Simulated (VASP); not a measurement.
## Na5CoSO2: a series over U

Wanted: how far the results for Na5CoSO2 hang on the Hubbard correction. The start is a cell from a database of measured crystal structures.

Program: VASP 6.6.1. Level of theory: PBEsol, spin-polarised from a ferromagnetic start (one magnetic atom a cell); plane waves and PAW (Co, S, Na, O), in the first sound run; inputs show where later runs differ. Results are calculated unless marked as measured.

Most raw output is cut from this account.

## (1) The structure

It takes space group P4/mmm (No. 123, tetragonal). The conventional cell has a = 4.598 Å, b = 4.598 Å, c = 8.056 Å, α = 90.00°, β = 90.00°, γ = 90.00°. Nearest to Co lie 2 O at 1.76 Å. S has 12 Na at 3.03 to 3.25 Å nearest. Na has 2 O at 2.32 Å and 2 S at 3.03 Å and 2 Na at 3.03 Å nearest. Na has 2 O at 2.27 Å and 8 Na at 3.03 Å and 4 S at 3.25 Å nearest. Nearest to O lie 1 Co at 1.76 Å and 5 Na at 2.27 to 2.32 Å. Farther neighbours and most contacts between anions are not listed.

## (2) Series over U, U 0, J 0

U penalises partly filled orbitals; repeating the run over U shows how far moments and gap depend on it.

Input file INCAR:

```
SYSTEM = Na5CoSO2
PREC = Normal
ENCUT = 480
EDIFF = 1E-06
NELM = 150
ISMEAR = 0
SIGMA = 0.05
LREAL = .FALSE.
ALGO = Normal
GGA = PS
NBANDS = 23
ISPIN = 2
MAGMOM = 2 0 0 0 0 0 0 0 0
LMAXMIX = 4
LORBIT = 11
LWAVE = .FALSE.
LCHARG = .FALSE.
KPAR = 2
AMIX = 0.2
BMIX = 1E-04
AMIX_MAG = 0.8
BMIX_MAG = 1E-04
NEDOS = 1200
LASPH = .TRUE.
```

Input file POSCAR:

```
Na5CoSO2
1.0
    4.5977000000      0.0000000000      0.0000000000
    0.0000000000      4.5977000000      0.0000000000
    0.0000000000      0.0000000000      8.0555000000
Co S Na O
1 1 5 2
Direct
    0.0000000000      0.0000000000      0.0000000000
    0.5000000000      0.5000000000      0.5000000000
    0.5000000000      0.0000000000      0.7442000000
    0.0000000000      0.5000000000      0.7442000000
    0.5000000000      0.0000000000      0.2558000000
    0.0000000000      0.5000000000      0.2558000000
    0.0000000000      0.0000000000      0.5000000000
    0.0000000000      0.0000000000      0.7813000000
    0.0000000000      0.0000000000      0.2187000000
```

Input file KPOINTS:

```
Automatic mesh
0
Gamma
4 4 2
0 0 0
```

PAW data sets: Co, S, Na and O (PBE family, release 64).

The run is started by

```bash
$ mpirun -np 2 vasp_std
```

The job ended after 51 s (2 MPI ranks of AMD EPYC 7R43, shared host; peak memory 0.46 GiB).

The cell holds one magnetic atom, so no antiferromagnetic order fits into it. The gap is read on the k-mesh alone, so it is an upper bound where the band edges lie off the mesh. The PAW data sets were made with PBE, which is usual practice but a small mismatch for other functionals. The data set Na keeps the semicore shell frozen, which is cheaper and a little less accurate.

A gap read on the k-mesh alone can miss the band edges.

Numbers from this step:

```
electronic cycles                                 : 17
electrons                                         : 32
free energy (TOTEN)                               : -39.38 eV
Fermi energy                                      : 2.803 eV
moment of the cell, from the last line of the log : 2 μB
labelled metallic, from the levels on this mesh   : no
gap on the k-mesh                                 : 0.5237 eV
least direct gap on the k-mesh                    : 0.5517 eV
```

Spin moment in the PAW sphere by atom:

| atom | spin moment in the PAW sphere (μB) |
| --- | --- |
| Co1 | 1.78 |
| S2 | 0.00 |
| Na3 | 0.00 |
| Na4 | 0.00 |
| Na5 | 0.00 |
| Na6 | 0.00 |
| Na7 | 0.00 |
| O8 | 0.14 |
| O9 | 0.14 |

Force by atom:

| atom | x (eV/Å) | y (eV/Å) | z (eV/Å) | size |
| --- | --- | --- | --- | --- |
| Co1 | 0.000 | 0.000 | 0.000 | 0.000 |
| S2 | 0.000 | 0.000 | 0.000 | 0.000 |
| Na3 | 0.000 | 0.000 | 0.158 | 0.158 |
| Na4 | 0.000 | 0.000 | 0.158 | 0.158 |
| Na5 | 0.000 | 0.000 | -0.158 | 0.158 |
| Na6 | 0.000 | 0.000 | -0.158 | 0.158 |
| Na7 | 0.000 | 0.000 | 0.000 | 0.000 |
| O8 | 0.000 | 0.000 | 0.351 | 0.351 |
| O9 | 0.000 | 0.000 | -0.351 | 0.351 |

Energy at zero smearing: -39.38328 eV.

## (3) Series over U, U 2, J 0

This step: PBEsol, DFT+U (Co d 2 eV), spin-polarised from a ferromagnetic start (one magnetic atom a cell); plane waves and PAW (Co, S, Na, O) (VASP 6.6.1).

INCAR, as its differences from that of step 2:

```diff
@@ -13,2 +13,9 @@
 MAGMOM = 2 0 0 0 0 0 0 0 0
+LDAU = .TRUE.
+LDAUTYPE = 2
+LDAUL = 2 -1 -1 -1
+LDAUU = 2 0 0 0
+LDAUJ = 0 0 0 0
+LDAUPRINT = 1
+LASPH = .TRUE.
 LMAXMIX = 4
@@ -23,2 +30 @@
 NEDOS = 1200
-LASPH = .TRUE.
```

POSCAR is that of step 2.

KPOINTS is that of step 2.

The run is started by

```bash
$ mpirun -np 2 vasp_std
```

Run time: 47 s. Hardware: 2 MPI ranks; peak memory 0.45 GiB.

This step gave:

```
free energy (TOTEN)                               : -38.32 eV
Fermi energy                                      : 2.241 eV
moment of the cell, from the last line of the log : 2.000 μB
gap on the k-mesh                                 : 1.002 eV
least direct gap on the k-mesh                    : 1.007 eV
```

Spin moment in the PAW sphere by atom:

| atom | spin moment in the PAW sphere (μB) |
| --- | --- |
| Co1 | 1.88 |
| S2 | 0.00 |
| Na3 | 0.00 |
| Na4 | 0.00 |
| Na5 | 0.00 |
| Na6 | 0.00 |
| Na7 | 0.00 |
| O8 | 0.10 |
| O9 | 0.10 |

The density of states has structure finer than the step of the table below, so its rows give means over 0.5 eV, whole bins alone (the curve runs from -12.0 to 5.04 eV). Peaks (eV: height): total up -11.37: 6.63, -4.76: 9.40, -2.24: 7.55, -1.38: 13.5; total down -3.37: 9.34, -2.04: 8.08, -0.06: 8.01, 1.99: 13.5; Co s up -5.35: 0.217, -1.65: 0.389, -1.45: 0.243, -1.25: 0.265; Co s down -5.09: 0.277, -4.89: 0.323, -0.98: 0.363, -0.59: 0.264; Co p up -3.63: 0.429, -3.30: 0.523, 3.05: 0.135, 3.91: 0.177.

Means over bins of 0.066 eV. The density of states by energy, zero at the valence-band top; means over each step; 7 of 18 lines; values in states/eV/cell:

| energy (eV) | total up | total down | Co s up | Co s down | Co p up | Co p down | Co d up |
| --- | --- | --- | --- | --- | --- | --- | --- |
| -11.5 | 1.90 | 1.90 | 2.6e-5 | 2.6e-5 | 4.0e-5 | 4.0e-5 | 7.9e-5 |
| -11.0 | 0.100 | 0.0988 | 0 | 0 | 0 | 0 | 0 |
| -10.5 | 0 | 0 | 0 | 0 | 0 | 0 | 0 |
| -10.0 | 0 | 0 | 0 | 0 | 0 | 0 | 0 |
| -9.5 | 0 | 0 | 0 | 0 | 0 | 0 | 0 |
| -9.0 | 0 | 0 | 0 | 0 | 0 | 0 | 0 |
| -8.5 | 0 | 0 | 0 | 0 | 0 | 0 | 0 |
| -8.0 | 0 | 0 | 0 | 0 | 0 | 0 | 0 |
| -7.5 | 0 | 0 | 0 | 0 | 0 | 0 | 0 |
| -7.0 | 0 | 0 | 0 | 0 | 0 | 0 | 0 |
| -6.5 | 0 | 0 | 0 | 0 | 0 | 0 | 0 |
| -6.0 | 0 | 0 | 0 | 0 | 0 | 0 | 0 |
| -5.5 | 1.99 | 4.9e-4 | 0.110 | 3.2e-5 | 0 | 0 | 0.651 |
| -5.0 | 1.56 | 1.99 | 7.2e-4 | 0.141 | 3.9e-5 | 0 | 0.731 |
| -4.5 | 2.44 | 9.8e-4 | 0 | 7.1e-5 | 8.0e-5 | 0 | 1.21 |
| -4.0 | 0.279 | 0.209 | 0 | 0 | 0.0142 | 0.00393 | 1.4e-4 |
| -3.5 | 4.44 | 6.62 | 0.00388 | 0.00297 | 0.261 | 0.157 | 0.00921 |
| -3.0 | 1.35 | 3.17 | 1.3e-4 | 0.00129 | 0.0586 | 0.163 | 0.00423 |
| -2.5 | 2.02 | 1.16 | 0.0117 | 0.00475 | 0.0164 | 0.0141 | 0.136 |
| -2.0 | 3.79 | 3.85 | 0.0941 | 0.0121 | 0.0167 | 0.0217 | 0.367 |
| -1.5 | 6.75 | 1.54 | 0.186 | 0.0609 | 9.8e-4 | 0.00100 | 4.42 |
| -1.0 | 3.32 | 0.780 | 0.0436 | 0.105 | 3.2e-4 | 2.5e-4 | 1.52 |
| -0.5 | 0 | 0.967 | 0 | 0.0795 | 0 | 1.8e-4 | 0 |
| 0.0 | 0 | 3.64 | 0 | 0.0298 | 0 | 3.2e-4 | 0 |
| 0.5 | 0 | 0 | 0 | 0 | 0 | 0 | 0 |
| 1.0 | 0.0623 | 2.3e-4 | 6.6e-5 | 0 | 0 | 5.2e-6 | 0.0130 |
| 1.5 | 0.595 | 0.428 | 6.8e-4 | 4.9e-4 | 0.00926 | 0.0108 | 0.0664 |
| 2.0 | 1.23 | 4.96 | 0.00146 | 0.00639 | 0.0340 | 0.0206 | 0.125 |
| 2.5 | 0.318 | 0.776 | 1.1e-4 | 0.00793 | 0.00185 | 0.0112 | 0.0126 |
| 3.0 | 1.37 | 0.892 | 0.00900 | 0.00460 | 0.0414 | 0.0309 | 0.0989 |
| 3.5 | 0.705 | 1.30 | 0.00352 | 0.00397 | 0.00308 | 0.0261 | 0.0348 |
| 4.0 | 2.01 | 1.97 | 0.00840 | 0.00594 | 0.0581 | 0.0410 | 0.0399 |
| 4.5 | 2.10 | 2.02 | 0.0117 | 0.00811 | 0.0335 | 0.0273 | 0.0477 |

Force by atom:

| atom | x (eV/Å) | y (eV/Å) | z (eV/Å) | size |
| --- | --- | --- | --- | --- |
| Co1 | 0.000 | 0.000 | 0.000 | 0.000 |
| S2 | 0.000 | 0.000 | 0.000 | 0.000 |
| Na3 | 0.000 | 0.000 | 0.099 | 0.099 |
| Na4 | 0.000 | 0.000 | 0.099 | 0.099 |
| Na5 | 0.000 | 0.000 | -0.099 | 0.099 |
| Na6 | 0.000 | 0.000 | -0.099 | 0.099 |
| Na7 | 0.000 | 0.000 | 0.000 | 0.000 |
| O8 | 0.000 | 0.000 | 0.218 | 0.218 |
| O9 | 0.000 | 0.000 | -0.218 | 0.218 |

The density of states is cut at 5.0 eV, since the bands computed begin to run out above.

Energy at zero smearing: -38.31569 eV.

## (4) Series over U, U 4, J 0

This step: PBEsol, DFT+U (Co d 4 eV), spin-polarised from a ferromagnetic start (one magnetic atom a cell); plane waves and PAW (Co, S, Na, O) (VASP 6.6.1).

INCAR, as its differences from that of step 3:

```diff
@@ -16,3 +16,3 @@
 LDAUL = 2 -1 -1 -1
-LDAUU = 2 0 0 0
+LDAUU = 4 0 0 0
 LDAUJ = 0 0 0 0
```

POSCAR is that of step 3.

KPOINTS is that of step 3.

The run is started by

```bash
$ mpirun -np 2 vasp_std
```

The job ended after 37 s (2 MPI ranks; peak memory 0.45 GiB).

Energy at zero smearing: -37.38955 eV.

The run ends at a pressure of -1.90 GPa, with forces up to 0.079 eV/Å.

## (5) Series over U, U 6, J 0

This step: PBEsol, DFT+U (Co d 6 eV), spin-polarised from a ferromagnetic start (one magnetic atom a cell); plane waves and PAW (Co, S, Na, O) (VASP 6.6.1).

INCAR, as its differences from that of step 4:

```diff
@@ -16,3 +16,3 @@
 LDAUL = 2 -1 -1 -1
-LDAUU = 4 0 0 0
+LDAUU = 6 0 0 0
 LDAUJ = 0 0 0 0
```

POSCAR is that of step 4.

KPOINTS is that of step 4.

The run is started by

```bash
$ mpirun -np 2 vasp_std
```

Elapsed: 36 s, on 2 MPI ranks; peak memory 0.45 GiB.

The density of states is cut at 5.5 eV, since the bands computed begin to run out above.

Energy at zero smearing: -36.59940 eV.

## (6) Series over U, U 6, J 0.5

INCAR, as its differences from that of step 5:

```diff
@@ -14,6 +14,6 @@
 LDAU = .TRUE.
-LDAUTYPE = 2
+LDAUTYPE = 1
 LDAUL = 2 -1 -1 -1
 LDAUU = 6 0 0 0
-LDAUJ = 0 0 0 0
+LDAUJ = 0.5 0 0 0
 LDAUPRINT = 1
```

POSCAR is that of step 5.

KPOINTS is that of step 5.

The run is started by

```bash
$ mpirun -np 2 vasp_std
```

It took 46 s on 2 MPI ranks; peak memory 0.46 GiB.

Energy at zero smearing: -36.79066 eV.

The run ends at a pressure of -1.94 GPa, with forces up to 0.076 eV/Å.

## (7) Summary

This step: DFT+U series, PBEsol; plane waves and PAW (VASP 6.6.1).

This step runs nothing: it gathers the runs above.

Energies at different U are not comparable. U series, by row:

| U (eV) | J (eV) | LDAUTYPE | start | energy (eV/atom) | mean moment (μB) | gap on the mesh (eV) | pressure (GPa) |
| --- | --- | --- | --- | --- | --- | --- | --- |
| 0 | 0 | - | fm | -4.376 | 1.776 | 0.5237 | -2.268 |
| 2 | 0 | 2 | fm | -4.257 | 1.875 | 1.002 | -2.078 |
| 4 | 0 | 2 | fm | -4.154 | 1.964 | 1.204 | -1.899 |
| 6 | 0 | 2 | fm | -4.067 | 2.04 | 1.188 | -1.772 |
| 6 | 0.5 | 1 | fm | -4.088 | 1.973 | 1.537 | -1.943 |

## (8) Outcome

```yaml
u_0_ev_j_0_ev_fm_start: mean size of the moments 1.78 μB
u_2_ev_j_0_ev_fm_start: mean size of the moments 1.88 μB
u_4_ev_j_0_ev_fm_start: mean size of the moments 1.96 μB
u_6_ev_j_0_ev_fm_start: mean size of the moments 2.04 μB
u_6_ev_j_0p5_ev_fm_start: mean size of the moments 1.97 μB
```

For the ferromagnetic start without J, from U = 0 to 6 eV the mean moment goes from 1.78 to 2.04 μB, the gap on the mesh from 0.52 to 1.19 eV, and the pressure goes from -2.3 to -1.8 GPa. A jump between neighbouring rows can also mean that the runs ended in different spin or orbital states. U acts inside the PAW spheres, so the same number means something else in a code with other projectors.

[Lines on the potential files, build, host, timing and source positions are cut from VASP's logs without a mark.]

[Logs are printed without paths, hosts, clocks, repeated set-up lines and the standing remarks that a program may print on its own settings, such as how far it seeks lower states.]

[Hosts, paths, dates, database ids (printed as entryN), source tags and the programs' standing remarks are cut or masked in the printed files.]

[In band tables of VASP the shares of atoms and orbitals are scaled to a sum of 1 inside the atoms' spheres.]

[Runs that stopped without an error message from VASP are left out.]
